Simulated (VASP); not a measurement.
Here is the system:

```
NaCl
1.0
    0.00000     2.82252     2.82252
    2.82252     0.00000     2.82252
    2.82252     2.82252     0.00000
Na Cl
1 1
Cartesian
  2.82252   2.82252   0.00000
  2.82252   2.82252   2.82252
```

Method: PBE GGA with D3 dispersion (zero damping), VASP's PBE PAW potentials (set 64) (plane waves; VASP). Numerical set-up: 520 eV cut-off, Gaussian smearing of 0.050 eV, potentials Na_pv Cl.

Predict the band gap (along the path) with the smallest direct gap where there is one.

The band gap (along the path) comes out as 5.10 eV and the smallest direct gap (along the path) is 5.10 eV.

The absolute energy has meaning only against runs of the same code, potentials and settings.

The compound is NaCl in the rock salt structure. It was relaxed first.
